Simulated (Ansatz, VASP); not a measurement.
## Li (Lithium): VASP beside Ansatz

One calculation is typed for both programs; each brings its own data sets. How far apart do they land? The cell is taken from a series of runs on this material, whose earlier steps may have relaxed, scaled, displaced or heated it; both programs get it as it stands.

Main program and level: Ansatz 0.2.0; plane waves, with VASP 6.6.1 beside it; relaxation of cell and atoms at PBE.

## Step 1: The structure

Symmetry: Im-3m, No. 229, cubic system. The conventional cell has a = 3.432 Å, b = 3.432 Å, c = 3.432 Å, α = 90.00°, β = 90.00°, γ = 90.00°. Nearest to Li lie 8 Li at 2.97 Å.

## Step 2: VASP: relaxation of cell and atoms, PBE

The relaxed volume is the usual yardstick between codes: in a stiff, nearly cubic crystal its relative difference is about their pressure difference at one cell divided by the bulk modulus.

Lines of VASP's logs that name or quote its potential files are left out, and so is its time.

INCAR reads:

```
SYSTEM = Li
PREC = Accurate
ENCUT = 750
EDIFF = 1E-07
NELM = 120
ISMEAR = 1
SIGMA = 0.2
LREAL = .FALSE.
ALGO = Normal
GGA = PE
NBANDS = 7
LORBIT = 11
LWAVE = .FALSE.
LCHARG = .FALSE.
ISIF = 3
IBRION = 2
NSW = 80
EDIFFG = -0.005
LASPH = .TRUE.
GGA_COMPAT = .FALSE.
NELMIN = 4
```

POSCAR reads:

```
Li
1.0
   -1.7158080000      1.7158080000      1.7158080000
    1.7158080000     -1.7158080000      1.7158080000
    1.7158080000      1.7158080000     -1.7158080000
Li
1
Direct
    0.0000000000      0.0000000000      0.0000000000
```

KPOINTS reads:

```
Automatic mesh
0
Gamma
16 16 16
0 0 0
```

PAW data sets: Li_sv (PBE family, release 64).

The run is started by

```sh
$ mpirun -np 1 vasp_std
```

Numbers of over 12 decimals in the logs are rounded to 6 here.

Log:

```text
[banner, memory and clock lines left out]
running    1 mpi-ranks, on    1 nodes
 distrk:  each k-point on    1 cores,    1 groups
 distr:  one band on    1 cores,    1 groups

 POSCAR found type information on POSCAR Li
 POSCAR found :  1 types and       1 ions
 LDA part: xc-table for (Slater+PW92), standard interpolation
 POSCAR, INCAR and KPOINTS ok, starting setup
 FFT: planning ... GRIDC
 FFT: planning ... GRID_SOFT
 FFT: planning ... GRID
 WAVECAR not read
 entering main loop
       N       E                     dE             d eps       ncg     rms          rms(c)
DAV:   1     0.562237272953E+00    0.56224E+00   -0.89190E+02  2030   0.377E+02
DAV:   2    -0.183604620811E+01   -0.23983E+01   -0.23352E+01  2898   0.454E+01
DAV:   3    -0.190535236086E+01   -0.69306E-01   -0.69176E-01  2415   0.614E+00
DAV:   4    -0.190680122227E+01   -0.14489E-02   -0.14489E-02  2737   0.737E-01
DAV:   5    -0.190680946274E+01   -0.82405E-05   -0.82405E-05  2541   0.461E-02    0.223E-01
DAV:   6    -0.190580918444E+01    0.10003E-02   -0.29035E-04  3143   0.777E-02    0.126E-01
DAV:   7    -0.190527383670E+01    0.53535E-03   -0.68281E-04  3087   0.117E-01    0.272E-02
DAV:   8    -0.190527366967E+01    0.16703E-06   -0.66774E-06  2219   0.248E-02    0.103E-03
DAV:   9    -0.190527307364E+01    0.59604E-06   -0.28831E-07  3227   0.545E-03    0.271E-04
DAV:  10    -0.190527279181E+01    0.28183E-06   -0.20960E-08  1225   0.104E-03    0.276E-04
DAV:  11    -0.190527280890E+01   -0.17090E-07   -0.34835E-09  1106   0.618E-04
   1 F= -.19052728E+01 E0= -.19050860E+01  d E =-.190527E+01
 curvature:   0.00 expect dE= 0.000E+00 dE for cont linesearch  0.000E+00
 trial: gam= 0.00000 g(F)=  0.528E-63 g(S)=  0.171E-04 ort = 0.000E+00 (trialstep = 0.100E+01)
 search vector abs. value=  0.171E-04
 bond charge predicted
       N       E                     dE             d eps       ncg     rms          rms(c)
DAV:   1    -0.190529427700E+01   -0.21485E-04   -0.20419E-04  2415   0.105E-01    0.300E-02
DAV:   2    -0.190529109450E+01    0.31825E-05   -0.11723E-05  2422   0.331E-02    0.182E-02
DAV:   3    -0.190528737021E+01    0.37243E-05   -0.58008E-06  3640   0.114E-02    0.260E-03
DAV:   4    -0.190528728758E+01    0.82621E-07   -0.84317E-08  1638   0.287E-03
   2 F= -.19052873E+01 E0= -.19050995E+01  d E =-.144787E-04
 trial-energy change:   -0.000014  1 .order   -0.000015   -0.000017   -0.000012
 step:   3.6972(harm=  3.6972)  dis= 0.00000  next Energy=    -1.905304 (dE=-0.316E-04)
 bond charge predicted
       N       E                     dE             d eps       ncg     rms          rms(c)
DAV:   1    -0.190535292504E+01   -0.65555E-04   -0.14972E-03  2422   0.284E-01    0.809E-02
DAV:   2    -0.190532602380E+01    0.26901E-04   -0.88306E-05  2422   0.911E-02    0.492E-02
DAV:   3    -0.190530388203E+01    0.22142E-04   -0.42228E-05  3654   0.309E-02    0.711E-03
DAV:   4    -0.190530346306E+01    0.41897E-06   -0.76238E-07  3108   0.771E-03    0.817E-04
DAV:   5    -0.190530339075E+01    0.72305E-07   -0.14736E-07  2198   0.294E-03
   3 F= -.19053034E+01 E0= -.19051129E+01  d E =-.305819E-04
 curvature:  -1.85 expect dE=-0.130E-08 dE for cont linesearch -0.130E-08
 trial: gam= 0.00000 g(F)=  0.938E-63 g(S)=  0.704E-09 ort =-0.110E-06 (trialstep = 0.154E+01)
 search vector abs. value=  0.804E-09
 reached required accuracy - stopping structural energy minimisation
```

OUTCAR, selected parts (step 2):

```text
ion  position               nearest neighbor table
   1  0.000  0.000  0.000-

  LATTYP: Found a body centered cubic cell.
 ALAT       =     3.4316160000

 Subroutine GETGRP returns: Found 48 space group operations
 (whereof 48 operations were pure point group operations)

The static configuration has the point symmetry O_h .

 Found    145 irreducible k-points:

   k-points           NKPTS =    145   k-points in BZ     NKDIM =    145   number of bands    NBANDS=      7

   dimension x,y,z NGX =    28 NGY =   28 NGZ =   28
   dimension x,y,z NGXF=    56 NGYF=   56 NGZF=   56

   ENCUT  =  750.0 eV  55.12 Ry    7.42 a.u.   6.64  6.64  6.64*2*pi/ulx,y,z

   NELECT =       3.0000    total number of electrons

 k-points in reciprocal lattice and weights: Automatic mesh
   0.00000000  0.00000000  0.00000000       0.000
   0.06250000  0.00000000  0.00000000       0.003
   0.12500000  0.00000000  0.00000000       0.003
   0.18750000  0.00000000  0.00000000       0.003
   0.25000000  0.00000000  0.00000000       0.003
   0.31250000  0.00000000  0.00000000       0.003
   0.37500000  0.00000000  0.00000000       0.003
   0.43750000  0.00000000  0.00000000       0.003
   0.50000000  0.00000000  0.00000000       0.001
[...]
0.50000000  0.50000000  0.43750000       0.003
   0.50000000  0.50000000  0.50000000       0.000

 average (electrostatic) potential at core
       1 -64.9446

 E-fermi :   0.6395

 k-point     1 :       0.0000    0.0000    0.0000
  band No.  band energies     occupation
      1     -45.8562      2.00000
      2      -2.9342      2.00000
      3      15.3501      0.00000
      4      15.3501      0.00000
      5      15.3501      0.00000
      6      20.1390      0.00000
      7      20.1390      0.00000

 k-point     2 :       0.0625    0.0000    0.0000
  band No.  band energies     occupation
      1     -45.8554      2.00000
      2      -2.8597      2.00000
      3      14.8429      0.00000
      4      14.9696      0.00000
      5      15.2189      0.00000
      6      18.9681      0.00000
      7      19.1615      0.00000

 k-point     3 :       0.1250    0.0000    0.0000
  band No.  band energies     occupation
      1     -45.8532      2.00000
      2      -2.6363      2.00000
      3      13.3654      0.00000
      4      14.1596      0.00000
      5      14.8472      0.00000
      6      17.9212      0.00000
      7      17.9399      0.00000

  Total        0.0000697      0.0000697      0.0000697      0.0000000     -0.0000000      0.0000000
  in kB        0.0055614      0.0055614      0.0055614      0.0000000     -0.0000000      0.0000000
  external PRESSURE =       0.0055614 kB  Pullay stress =       0.0000000 kB

  energy-cutoff  :      750.00
  volume of cell :       20.09
      direct lattice vectors                 reciprocal lattice vectors
    -1.712481950  1.712481950  1.712481950     0.000000000  0.291973880  0.291973880
     1.712481950 -1.712481950  1.712481950     0.291973880  0.000000000  0.291973880
     1.712481950  1.712481950 -1.712481950     0.291973880  0.291973880  0.000000000

 POSITION                                       TOTAL-FORCE (eV/Angst)
 -----------------------------------------------------------------------------------
      0.00000      0.00000      0.00000         0.000000      0.000000      0.000000
 -----------------------------------------------------------------------------------
    total drift:                               -0.000000     -0.000000     -0.000000

  FREE ENERGIE OF THE ION-ELECTRON SYSTEM (eV)
  ---------------------------------------------------
  free  energy   TOTEN  =        -1.9053033908 eV

  energy  without entropy=       -1.9047320188  energy(sigma->0) =       -1.90511293

 reached required accuracy - stopping structural energy minimisation

 total charge
# of ion       s       p       d       tot
------------------------------------------
    1        2.034   0.041   0.000   2.076

[... 3 further parts left out ...]
```

CONTCAR:

```
Li
   1.00000000000000
    -1.7124819497961279    1.7124819497961279    1.7124819497961279
     1.7124819497961279   -1.7124819497961279    1.7124819497961279
     1.7124819497961279    1.7124819497961279   -1.7124819497961279
  Li
     1
Direct
     0.0000000000000000    0.0000000000000000    0.0000000000000000
```

## Step 3: Ansatz: relaxation of cell and atoms, PBE

Ansatz runs on its default PAW (the set named soft_2) files.

The same cell, functional, mesh and smearing now go to Ansatz, which takes its cutoff from its data sets.

input.yaml reads:

```yaml
crystal:
  lattice:
    - [-1.7158076011, 1.7158076011, 1.7158076011]
    - [1.7158076011, -1.7158076011, 1.7158076011]
    - [1.7158076011, 1.7158076011, -1.7158076011]
  atoms:
    - { symbol: Li, position: [0.0, 0.0, 0.0] }
kpoints:
  mp_grid: { grid: [16, 16, 16] }
hamiltonian:
  xc: pbe
scf:
  occupations: { method: methfessel_paxton, width: 0.2 }
output:
  forces: true
  stress: true
  eigenvalues: true
relax:
  adjacent_minimum: "off"
  f_tol: 0.001
  max_steps: 60
  cell: { stress_tol: 0.01 }
```

The run is started by

```sh
$ ansatz run input.yaml --threads 4 --pin off --max-ram 16384MiB --backend cpu --events-out ev --progress --plain --runs-dir out
```

Log:

```text
Engine: ansatz 0.2.0, aarch64-unknown-linux-gnu
Pseudopotentials: kind: paw
Pseudopotential: Li, paw, valence charge 3, recommended cutoff 420 eV (normal), Li.paw.azcp
Functional definition: PBE
  parameter kappa = 0.804
  parameter beta = 0.066725
  exchange = pbe_x(kappa = kappa, mu = beta*pi^2/3)
  correlation = pbe_c(beta = beta)
Crystal: 1 atoms, lattice volume = 20.205 Å³
Basis set: ecut = 420 eV, 381 PW (Γ), exchange–correlation on 40×40×40 points (8 copies of the dense FFT grid, shifted against one another)
Bands: 6, of which v1, the nominal top of the filled ones, is band 2 counted from 1 (1 counted from 0)
Symmetry: 48 space group operations
Space group: Im-3m (ITA 229), of the structure as read, at distance tolerance 2.7e-5 Å
k-points: 145 of 4096
Non-local potential: Li, projectors of the file, l = 0: 3, l = 1: 2, l = 2: 1
PAW form: soft (Blöchl's): semilocal exchange-correlation on the pseudo side does not see the compensation charge
PAW one-centre angular grid: Li, 110 points (default); XC on 64 Gauss nodes
Initial density: superposition of atomic densities (neutral atoms: chi_scale 0, normalization atom), corrected by the library's trained network
Initial wavefunctions: pseudopotential atomic-orbital guess
Functional: x = pbe(κ = 0.804, μ = 0.219515), c = pbe(β = 0.066725)
SCF iter   1: F=—  HF=-204.687081 eV  |F-HF|=—  |Δ(HF+E_count)|=         —  Δρ=1.33e-4  dr2=2.49e-6  ethr=1.77e-3  ⟨swp⟩=4.2  Hψ=6685  notcnv=0
preconditioner: auto → none  [metal: Δε(μ)=0.035 eV  Ē_g=10.709 eV  σ=0.200 eV  W_gap=0.15  n_scr=0 (ndim 8)  ℏωp=8.3 eV  f_vac=0.000  D(μ)=0.50/eV (n_scr^D=0)]
SCF iter   2: F=—  HF=-204.687071 eV  |F-HF|=—  |Δ(HF+E_count)|=   1.00e-5  S|Δr|=    0.00e0  Δρ=6.69e-5  dr2=6.48e-7  ethr=8.30e-8  ⟨swp⟩=2.0  Hψ=2252  notcnv=0
SCF iter   3: F=-204.687071 eV  HF=-204.687071 eV  |F-HF|=5.32e-9  |Δ(HF+E_count)|=   1.33e-7  S|Δr|=    0.00e0  Δρ=5.23e-6  dr2=2.35e-9  ethr=3.33e-9  ⟨swp⟩=2.9  Hψ=4096  notcnv=0
SCF 1 converged in 3 iterations: F = -204.687071 eV  dr2 = 2.35e-9
  greatest PAW one-centre occupation: 1.000 electrons in one spin orbital (limit 2), on the Li atom at site 0 (counted from 0), in its partial waves of l = 0
relax step   1: F+E_penalty+E_count = -204.68707102 eV  Δ(F+E_penalty+E_count) = +0.000e0 eV  max|allowed force component| = 0.000e0 eV/Å  Δτ_max = 0.0000 Å  P = +0.039 GPa  Ω = 20.205 Å³  (3 SCF iters, dr2 threshold 1.00e-7 eV, accepted)
[...]
relax step   2: F+E_penalty+E_count = -204.68707573 eV  Δ(F+E_penalty+E_count) = -4.713e-6 eV  max|allowed force component| = 0.000e0 eV/Å  Δτ_max = 0.0000 Å  P = +0.021 GPa  Ω = 20.232 Å³  energy of the carried Pulay correction = -1.812e-7 eV  (3 SCF iters, dr2 threshold 3.79e-9 eV, accepted)
[...]
relax step   3: F+E_penalty+E_count = -204.68707748 eV  Δ(F+E_penalty+E_count) = -1.755e-6 eV  max|allowed force component| = 0.000e0 eV/Å  Δτ_max = 0.0000 Å  P = +0.000 GPa  Ω = 20.262 Å³  energy of the carried Pulay correction = -3.900e-7 eV  (3 SCF iters, dr2 threshold 1.09e-9 eV, accepted)
[...]
relax step   4: F+E_penalty+E_count = -204.68707775 eV  Δ(F+E_penalty+E_count) = -2.623e-7 eV  max|allowed force component| = 0.000e0 eV/Å  Δτ_max = 0.0000 Å  P = -0.000 GPa  Ω = 20.262 Å³  stress off target by 2.89e-5 GPa  SCF on the basis re-selected at this cell (its energy is not comparable with the rows above)  (4 SCF iters)
basis re-selected at this cell: Δ(F+E_penalty+E_count) = -2.623e-7 eV, ΔP = -0.000 GPa vs the last step (what re-selecting the basis moved, of the pressure what is left beyond the Pulay correction that the steps carried, after the strain that the cell walked since its last selection, with what the two solves' SCF thresholds leave and, on support functions, any second-order correction that the steps lacked; it is no measure of the basis error at this ecutwfc). This SCF's stress stands 2.89e-5 GPa from its target on what of the cell is left free (relax.cell.stress_tol is 1.00e-2 GPa) and its largest allowed force component is 0.00e0 eV/Å (relax.f_tol is 1.00e-3 eV/Å): [rest of the remark cut]
SCF converged after 4 iterations
Stability not checked: this state was not tested for a lower state beside it, because cold or Methfessel-Paxton smearing, or corrected tetrahedra, fill the levels in a way that the test cannot read (fill_not_monotonic; see scf.lower_state_search)
Free energy (F): -204.687078 eV
Harris-Foulkes:  -204.687078 eV  (|F-HF|=2.84e-14)
Internal energy: -204.686524 eV  (E = F + TS)
E sigma→0 (E₀):  -204.686939 eV
Entropy (-TS):   -0.000554 eV (-0.554 meV/atom)
Fermi energy:    1.013834 eV
--- Per-component energies (eV) ---
  E_band       = -91.308014
  E_kinetic    = 21.200757
  E_local      = -132.148377  (includes V_loc(G=0)·N_el)
  E_nonlocal   = -33.243235
  E_hartree    = 39.238012
  E_xc         = -10.067504
  E_vxc        = -12.959521  (∫ρ·V_xc dr)
  E_paw        = -21.011232  (= ΣΔE_a)
  E_vpaw       = -12.633664  (= ΣTr[D̂ρ^β])
  E_aug_tail   = 0.000003  (compensation charges beyond the density's cutoff)
  E_ewald      = -68.654949
  E_smearing   = -0.000554  (= −TS)
  E_closure    = -0.000000  (closes the sum)
  Σ components = -204.687078   (vs F -204.687078, Δ=0.00e0)
--- Forces (eV/Å), atoms counted from 1 ---
  atom   1  Li     0.00000000     0.00000000    -0.00000000
  max |Σ_I F_I| component: 1.82e-32 eV/Å
--- Stress (GPa, compression-positive) ---
       -0.000029       0.000000       0.000000
        0.000000      -0.000029       0.000000
        0.000000      -0.000000      -0.000029
  P = ⅓ Tr σ = -0.0000 GPa (-0.000 kbar)
--- Band table (eV; the first three rows and the last of 145) ---
  k-point 0: bands = ["-45.4893", "-2.5500", "15.6352", "15.6352", "15.6352", "20.3997"]
  k-point 1: bands = ["-45.4885", "-2.4759", "15.1321", "15.2577", "15.5052", "19.2391"]
  k-point 2: bands = ["-45.4864", "-2.2534", "13.6651", "14.4533", "15.1365", "18.1982"]
  k-point 144: bands = ["-45.4567", "6.5481", "6.5481", "6.5481", "8.8008", "8.8008"]
--- Relaxed structure (3 steps of the walk, 3 accepted, 1 SCFs on fresh bases) ---
  F+E_penalty+E_count = -204.68707775 eV   max|allowed force component| = 0.000e0 eV/Å   (the final SCF, on the basis selected at the relaxed cell)
  cell:  # Å, volume = 20.2618 Å³
    - [-1.717404, 1.717404, 1.717404]
    - [1.717404, -1.717404, 1.717404]
    - [1.717404, 1.717404, -1.717404]
  atoms:
    - { symbol: Li, position: [0.0, 0.0, 0.0] }
```

## Step 4: Side by side

Known differences besides the potentials themselves: the cutoff is 420 eV in Ansatz and 750 eV in VASP; Ansatz adds a Pulay correction to the stress that steers its cell, VASP none. Total energies have different zeros and are not compared.

Compared:

```tsv
quantity	Ansatz	VASP	difference
volume (Å³)	20.26	20.09	+0.86 %
edge a after relaxation, in the typed setting (Å)	2.975	2.966	+0.29 %
```

## Step 5: What came out

```
difference in volume (relaxation of cell and atoms, PBE) : 0.86 %
```

The difference in volume is 0.86 % (relaxation of cell and atoms, PBE), within the 1.2 % picked in this series as the mark of a large difference, as far as the stopping tolerances let one tell. How closely two codes agree says nothing of how well the functional describes the real material.

[Lines on the potential files, build, host, timing and source positions are cut from VASP's logs without a mark.]

[Logs are printed without paths, hosts, clocks, repeated set-up lines and the standing remarks that a program may print on its own settings, such as how far it seeks lower states.]

[Hosts, paths, dates, database ids (printed as entryN), source tags and the programs' standing remarks are cut or masked in the printed files.]
